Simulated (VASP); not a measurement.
A convergence study with VASP on PbSe (rock salt): one setting is varied, all else stays as given below, so the limit is that of these other settings. Each run relaxes cell and ions from the cell shown. The basis is that of the starting cell, so low cut-offs carry a Pulay error.

```
PbSe
1.0
    0.00000     3.06000     3.06000
    3.06000     0.00000     3.06000
    3.06000     3.06000     0.00000
Pb Se
1 1
Direct
  0.00000   0.00000   0.00000
  0.50000   0.50000   0.50000
```

All values below come from LDA (Ceperley-Alder, Perdew-Zunger), VASP's LDA PAW potentials (set 64) (plane waves; VASP). The tightest run used: 700 eV cut-off, 6×6×6 Γ-centred mesh, Gaussian smearing of 0.050 eV, potentials Pb_d Se.

Task: The settings run are ENCUT = 200; ENCUT = 250; ENCUT = 300; ENCUT = 350; ENCUT = 400; ENCUT = 450; ENCUT = 500; ENCUT = 600; ENCUT = 650; ENCUT = 700. From which on does the relaxed volume stay within 0.1 Å³/atom of the tightest run?

Result: From ENCUT = 400 on: it is off by 0.016 there and by no more than 0.1 in any finer run, while ENCUT = 350 is off by 0.140.
```csv
setting,relaxed volume (Å³/atom),E (eV/atom),plane waves,difference judged (Å³/atom)
ENCUT = 200,25.461,-4.7993,375,2.092
ENCUT = 250,27.518,-4.7300,531,0.034
ENCUT = 300,27.326,-4.7330,692,0.227
ENCUT = 350,27.413,-4.7324,869,0.140
ENCUT = 400,27.536,-4.7315,1056,0.016
ENCUT = 450,27.546,-4.7315,1258,0.006
ENCUT = 500,27.533,-4.7316,1464,0.019
ENCUT = 600,27.554,-4.7313,1932,0.001
ENCUT = 650,27.556,-4.7313,2176,0.003
ENCUT = 700,27.553,-4.7314,2450,0.000
```

Left out are rungs that failed or repeat a setting and relaxations that didn't move; long series are thinned to 24 rows.

The compound is PbSe in the rock salt structure.
